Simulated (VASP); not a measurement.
# AlIrF5 (P1) in VASP: single point with r2SCAN

Aim: the single point of AlIrF5 with r2SCAN.

All numbers are computed with VASP 6.6.1; they aren't measurements. Logs are shortened: lines on timing, memory, paths and dates and some standing lists are left out, and cuts for length are marked.

## (1) Starting point

The typed cell holds 7 atoms: a = 3.443 Å, b = 5.147 Å, c = 5.067 Å, α = 89.66°, β = 111.02°, γ = 72.70°.

The cell was built by a generator and needn't be a form met in nature.

## (2) Single point, r2SCAN

Input file POSCAR:

```
AlIrF5
1.0
   -0.0680980000      0.0256210000      3.4422980000
    3.6471620000     -3.2471450000      1.6277070000
    3.5944960000      3.1025140000     -1.7699150000
Ir Al F
1 1 5
Direct
    0.9987820000      0.0084230000      0.9857330000
    0.9636720000      0.4842700000      0.4976550000
    0.9863360000      0.7950980000      0.7551530000
    0.0547140000      0.2709200000      0.2873680000
    0.4856920000      0.4823600000      0.5336200000
    0.7507510000      0.7734110000      0.1981450000
    0.2415480000      0.2390450000      0.7458680000
```

Input file INCAR.step1:

```
SYSTEM = AlIrF5
PREC = Accurate
ENCUT = 520
ISMEAR = -1
SIGMA = 0.1
LREAL = .FALSE.
LASPH = .TRUE.
NELM = 100
NBANDS = 32
GGA = PE
ALGO = Normal
EDIFF = 1E-4
LWAVE = .TRUE.
LCHARG = .FALSE.
```

Input file INCAR.step2:

```
SYSTEM = AlIrF5
PREC = Accurate
ENCUT = 520
EDIFF = 1E-7
ISMEAR = -1
SIGMA = 0.1
LREAL = .FALSE.
LASPH = .TRUE.
NELM = 100
ALGO = Normal
ISIF = 2
LWAVE = .FALSE.
LCHARG = .TRUE.
METAGGA = R2SCAN
LMIXTAU = .TRUE.
LELF = .TRUE.
LVHAR = .TRUE.
NBANDS = 32
ISTART = 1
```

Input file KPOINTS:

```
Automatic mesh
0
Gamma
  6 4 4
  0 0 0.5
```

Potentials or basis: VASP PAW PBE potentials, release 64 (Ir, Al, F).

Launch:

```
> cat potpaw_PBE.64/Ir/POTCAR potpaw_PBE.64/Al/POTCAR potpaw_PBE.64/F/POTCAR > POTCAR
> cp INCAR.step1 INCAR
> mpirun -np 1 vasp_std > vasp.out
> cp INCAR.step2 INCAR
> mpirun -np 1 vasp_std > vasp.out
```

OUTCAR:

```text
SYSTEM = AlIrF5
   PREC = Accurate
   ENCUT = 520
   EDIFF = 1E-7
   ISMEAR = -1
   LREAL = .FALSE.
   LASPH = .TRUE.
   NELM = 100
   ISIF = 2
   METAGGA = R2SCAN
   ISTART = 1

 ion  position               nearest neighbor table
   1  0.999  0.008  0.986-   3 1.61   4 2.04   6 2.15   7 2.21   6 2.33   7 2.36
   2  0.964  0.484  0.498-   4 1.58   7 1.58   5 1.72   5 1.74   6 1.89   3 2.07
   3  0.986  0.795  0.755-   1 1.61   2 2.07
   4  0.055  0.271  0.287-   2 1.58   1 2.04
   5  0.486  0.482  0.534-   2 1.72   2 1.74
   6  0.751  0.773  0.198-   2 1.89   1 2.15   1 2.33
   7  0.242  0.239  0.746-   2 1.58   1 2.21   1 2.36

  LATTYP: Found a triclinic cell.
 ALAT       =     3.4430668443
 B/A-ratio  =     1.5315486314
 C/A-ratio  =     1.4527041009
 COS(alpha) =     0.0064779929
 COS(beta)  =     0.3249939546
 COS(gamma) =     0.3625905019

  Lattice vectors:

 A1 = (   0.0680980000,  -0.0256210000,  -3.4422980000)
 A2 = (   3.7152600000,  -3.2727660000,  -1.8145910000)
 A3 = (  -3.5263980000,  -3.1281350000,  -1.6723830000)

Analysis of symmetry for initial positions (statically):
=====================================================================
 Subroutine PRICEL returns:
 Original cell was already a primitive cell.

 Routine SETGRP: Setting up the symmetry group for a
 triclinic supercell.

 Subroutine GETGRP returns: Found  1 space group operations
 (whereof  1 operations were pure point group operations)
 out of a pool of  2 trial point group operations.

The static configuration has the point symmetry C_1 .

Analysis of symmetry for dynamics (positions and initial velocities):
=====================================================================
 Subroutine PRICEL returns:
 Original cell was already a primitive cell.

 Routine SETGRP: Setting up the symmetry group for a
 triclinic supercell.

 Subroutine GETGRP returns: Found  1 space group operations
 (whereof  1 operations were pure point group operations)
 out of a pool of  2 trial point group operations.

The dynamic configuration has the point symmetry C_1 .

 Subroutine INISYM returns: Found  1 space group operations
 (whereof  1 operations are pure point group operations),
 and found     1 'primitive' translations

----------------------------------------------------------------------------------------

                                     Primitive cell

  volume of cell :      79.3967

  direct lattice vectors                    reciprocal lattice vectors
    -0.068098000  0.025621000  3.442298000     0.008781059  0.154993298  0.289523710
     3.647162000 -3.247145000  1.627707000     0.135082789 -0.154323820  0.003820935
     3.594496000  3.102514000 -1.769915000     0.141307476  0.159521309  0.001608130

  length of vectors
     3.443066844  5.147346052  5.067405028     0.328517897  0.205128742  0.213113671

  position of ions in fractional coordinates (direct lattice)
     0.998782000  0.008423000  0.985733000
     0.963672000  0.484270000  0.497655000
     0.986336000  0.795098000  0.755153000
     0.054714000  0.270920000  0.287368000
     0.485692000  0.482360000  0.533620000
     0.750751000  0.773411000  0.198145000
     0.241548000  0.239045000  0.745868000

  ion indices of the primitive-cell ions
   primitive index   ion index
                 1           1
                 2           2
                 3           3
                 4           4
                 5           5
                 6           6
                 7           7

----------------------------------------------------------------------------------------

 KPOINTS: Automatic mesh

Automatic generation of k-mesh.
 Grid dimensions read from file:
 generate k-points for:    6    4    4

 Generating k-lattice:

  Cartesian coordinates                     Fractional coordinates (reciprocal lattice)
     0.001463510  0.025832216  0.048253952     0.166666667 -0.000000000  0.000000000
     0.033770697 -0.038580955  0.000955234     0.000000000  0.250000000  0.000000000
     0.035326869  0.039880327  0.000402032     0.000000000 -0.000000000  0.250000000

  Length of vectors
     0.054752983  0.051282186  0.053278418

  Shift w.r.t. Gamma in fractional coordinates (k-lattice)
     0.000000000  0.000000000  0.500000000

 Subroutine IBZKPT returns following result:
 ===========================================

 Found     48 irreducible k-points:

 Following reciprocal coordinates:
            Coordinates               Weight
  0.000000  0.000000  0.125000      2.000000
  0.166667  0.000000  0.125000      2.000000
  0.333333  0.000000  0.125000      2.000000
  0.500000  0.000000  0.125000      2.000000
 -0.333333  0.000000  0.125000      2.000000
 -0.166667 -0.000000  0.125000      2.000000
[... 16 lines left out ...]
 -0.333333 -0.250000  0.125000      2.000000
 -0.166667 -0.250000  0.125000      2.000000
 [... further k-points ...]
   k-points           NKPTS =     48   k-points in BZ     NKDIM =     48   number of bands    NBANDS=     32
   number of dos      NEDOS =    301   number of ions     NIONS =      7
   total plane-waves  NPLWV =  44800
   dimension x,y,z NGX =    28 NGY =   40 NGZ =   40
   dimension x,y,z NGXF=    56 NGYF=   80 NGZF=   80
   ions per type =               1   1   5
   NGX,Y,Z   is equivalent  to a cutoff of  13.52, 12.92, 13.12 a.u.
   NGXF,Y,Z  is equivalent  to a cutoff of  27.04, 25.84, 26.25 a.u.
 SYSTEM =  AlIrF5
   PREC   = accura    normal or accurate (medium, high low for compatibility)
   ISTART =      1    job   : 0-new  1-cont  2-samecut
   ICHARG =      0    charge: 1-file 2-atom 10-const
   ISPIN  =      1    spin polarized calculation?
   LNONCOLLINEAR =      F non collinear calculations
   LSORBIT =      F    spin-orbit coupling
   LASPH  =      T    aspherical Exc in radial PAW
   ENCUT  =  520.0 eV  38.22 Ry    6.18 a.u.   6.40  9.57  9.42*2*pi/ulx,y,z
   NELM   =    100;   NELMIN=  2; NELMDL=  0     # of ELM steps
   EDIFF  = 0.1E-06   stopping-criterion for ELM
   LREAL  =      F    real-space projection
   EDIFFG = 0.1E-05   stopping-criterion for IOM
   NSW    =      0    number of steps for IOM
   IBRION =     -1    ionic relax: 0-MD 1-quasi-New 2-CG
   NFREE  =      0    steps in history (QN), initial steepest desc. (CG)
   ISIF   =      2    stress and relaxation
   ISYM   =      2    0-nonsym 1-usesym 2-fastsym
   POTIM  = 0.5000    time-step for ionic-motion
   TEBEG  =    0.0;   TEEND  =   0.0 temperature during run
   PSTRESS=    0.0 pullay stress
   NELECT =      47.0000    total number of electrons
   NUPDOWN=      -1.0000    fix difference up-down
   EMIN   =  10.00;   EMAX   =-10.00  energy-range for DOS
   EFERMI =   0.00;   METHOD = LEGACY
   ISMEAR =    -1;   SIGMA  =   0.10  broadening in eV -4-tet -1-fermi 0-gaus
   EFERMI_NEDOS =   21; number of points for ismear=-14 and -15
   IALGO  =     38    algorithm
   IMIX   =      4    mixing-type and parameters
     AMIX     =   0.40;   BMIX     =  1.00
     AMIX_MAG =   1.60;   BMIX_MAG =  1.00
  volume/ion in A,a.u.               =      11.34        76.54
  Fermi-wavevector in a.u.,A,eV,Ry     =   1.374591  2.597599 25.708195  1.889499
  Thomas-Fermi vector in A             =   2.500003
   LORBIT       =      0    0 simple, 1 ext, 2 COOP (PROOUT), +10 PAW based schemes
   METAGGA = R2SCAN    functional components
   LHFCALC =     F    Hartree Fock is set to
   AEXX    =    0.0000 exact exchange contribution
   IVDW    =     0    specifies the selected vdW correction
   LEPSILON=     F    determine dielectric tensor
   LRPA    =     F    only Hartree local field effects (RPA)
 non-spin polarized calculation
  energy-cutoff  :      520.00
  volume of cell :       79.40
 maximum number of plane-waves:      2156
 NGX is ok and might be reduce to    28
   NGX = 13   NGY = 19   NGZ = 19

 number of electron      47.0000007 magnetization

 Free energy of the ion-electron system (eV)
  ---------------------------------------------------
  ext. energy  EPLUGINS =         0.00000000
  ---------------------------------------------------
  free energy    TOTEN  =       -86.16602165 eV

  energy without entropy =      -86.01813189  energy(sigma->0) =      -86.09207677

 E-fermi :   4.7828     XC(G=0): -10.8367

 val. band max:        4.7808216229   @ k =   0.0000   0.2500   0.3750
 cond. band min:       4.7836352417   @ k =   0.1667   0.5000   0.1250
 fundamental gap:      0.0028136188
 Fermi energy:         4.7828378558

 k-point     1 :       0.0000    0.0000    0.1250
  band No.  band energies     occupation
      1     -24.4264      2.00000
      2     -23.5024      2.00000
      3     -22.8936      2.00000
      4     -22.5002      2.00000
      5     -22.3171      2.00000
      6      -6.6545      2.00000
[... 24 lines left out ...]
     31      15.1732      0.00000
     32      17.6583      0.00000

 k-point     2 :       0.1667    0.0000    0.1250
  band No.  band energies     occupation
      1     -24.3036      2.00000
      2     -23.5103      2.00000
      3     -22.9679      2.00000
      4     -22.5131      2.00000
      5     -22.3049      2.00000
      6      -7.0165      2.00000
[... 24 lines left out ...]
     31      15.4120      0.00000
     32      16.7593      0.00000

 k-point     3 :       0.3333    0.0000    0.1250
  band No.  band energies     occupation
      1     -24.0303      2.00000
      2     -23.5165      2.00000
      3     -23.1291      2.00000
      4     -22.5439      2.00000
      5     -22.2969      2.00000
      6      -7.3800      2.00000
[... 24 lines left out ...]
     31      15.1368      0.00000
     32      15.8451      0.00000

 k-point     4 :       0.5000    0.0000    0.1250
  band No.  band energies     occupation
      1     -23.8462      2.00000
      2     -23.5088      2.00000
      3     -23.2772      2.00000
      4     -22.5459      2.00000
      5     -22.2951      2.00000
      6      -7.5291      2.00000
[... 24 lines left out ...]
     31      14.8892      0.00000
     32      15.6414      0.00000

 k-point     5 :      -0.3333    0.0000    0.1250
  band No.  band energies     occupation
      1     -24.0671      2.00000
      2     -23.4868      2.00000
      3     -23.1259      2.00000
      4     -22.5338      2.00000
      5     -22.2984      2.00000
      6      -7.3983      2.00000
[... 584 lines left out ...]
     31      15.2432      0.00000
     32      16.1066      0.00000

 k-point    22 :       0.5000   -0.2500    0.1250
  band No.  band energies     occupation
      1     -23.8388      2.00000
      2     -23.5083      2.00000
      3     -23.2843      2.00000
      4     -22.5465      2.00000
      5     -22.2961      2.00000
      6      -7.5391      2.00000
[... 24 lines left out ...]
     31      14.6918      0.00000
     32      15.3816      0.00000

 k-point    23 :      -0.3333   -0.2500    0.1250
  band No.  band energies     occupation
      1     -24.0547      2.00000
      2     -23.5093      2.00000
      3     -23.1236      2.00000
      4     -22.5301      2.00000
      5     -22.2931      2.00000
      6      -7.4411      2.00000
[... 24 lines left out ...]
     31      15.1645      0.00000
     32      15.3242      0.00000

 k-point    24 :      -0.1667   -0.2500    0.1250
  band No.  band energies     occupation
      1     -24.3087      2.00000
      2     -23.5216      2.00000
      3     -22.9539      2.00000
      4     -22.5111      2.00000
      5     -22.3018      2.00000
      6      -7.0367      2.00000
[... 24 lines left out ...]
     31      15.0444      0.00000
     32      16.7588      0.00000

 [... further k-points ...]

------------------------ aborting loop because EDIFF is reached ----------------------------------------

  FORCE on cell =-STRESS in cart. coord.  units (eV):
  Direction    XX          YY          ZZ          XY          YZ          ZX
  --------------------------------------------------------------------------------------
  -------------------------------------------------------------------------------------
  Total       45.4510527     10.4057666      7.9771357      2.0591499      2.4824252      0.1715664
  in kB      917.1749738    209.9821266    160.9738129     41.5524090     50.0938511      3.4621071
  external PRESSURE =     429.3769711 kB  Pullay stress =       0.0000000 kB

 VOLUME and BASIS-vectors are now :
 -----------------------------------------------------------------------------
  energy-cutoff  :      520.00
  volume of cell :       79.40
      direct lattice vectors                 reciprocal lattice vectors
    -0.068098000  0.025621000  3.442298000     0.008781059  0.154993298  0.289523710
     3.647162000 -3.247145000  1.627707000     0.135082789 -0.154323820  0.003820935
     3.594496000  3.102514000 -1.769915000     0.141307476  0.159521309  0.001608130

 POSITION                                       TOTAL-FORCE (eV/Angst)
 -----------------------------------------------------------------------------------
      3.50592      3.05649      1.70715        20.167497      0.688334     -0.052959
      3.48941     -0.00382      3.22469         4.105978     -5.326951     -0.548697
      5.54708     -0.21365      3.35289       -22.179334     -0.288337      0.078018
      2.01731      0.01325      0.12070        -4.936828     -0.943396     -0.470148
      3.64427      0.10171      1.51258         1.564229     -1.359636      2.376551
      3.48186     -1.87740      3.49250         0.138368      0.332805     -0.122641
      3.53641      1.54404     -0.09955         1.140089      6.897181     -1.260124
 -----------------------------------------------------------------------------------
    total drift:                                0.000691      0.001760     -0.002053

  FREE ENERGIE OF THE ION-ELECTRON SYSTEM (eV)
  ---------------------------------------------------
  free  energy   TOTEN  =       -86.1660216489 eV

  energy  without entropy=      -86.0181318872  energy(sigma->0) =      -86.09207677
```

It took 5.2 min on 1 thread of AMD EPYC 9R45 (Zen 5), shared host; peak memory 0.25 GiB.

What came out:

```
Free energy            : -86.1660 eV
Pressure               : 42.9 GPa
Largest force          : 22.181 eV/Å
Band gap on the k mesh : none (metal or under the smearing width)
```

Forces in eV/Å, atoms in the order of the input:
```
Ir   20.167   0.688  -0.053
Al    4.106  -5.327  -0.549
F   -22.179  -0.288   0.078
F    -4.937  -0.943  -0.470
F     1.564  -1.360   2.377
F     0.138   0.333  -0.123
F     1.140   6.897  -1.260
```

Levels at points of the mesh, in eV from the Fermi level:
```
           k point  band 22  band 23  band 24  band 25  band 26  band 27
(0.00, 0.00, 0.12)    -0.52    -0.34    -0.04     0.85     3.83     7.30
```

Caveat: a pressure of tens of GPa on the cell as given is suspect, and the run, the potentials or the cell itself is likely at fault; the PAW data sets were made with another functional, which shifts forces and pressure a little; an odd number of electrons without spin polarisation forces a metal; a magnetic or distorted state may lie lower.
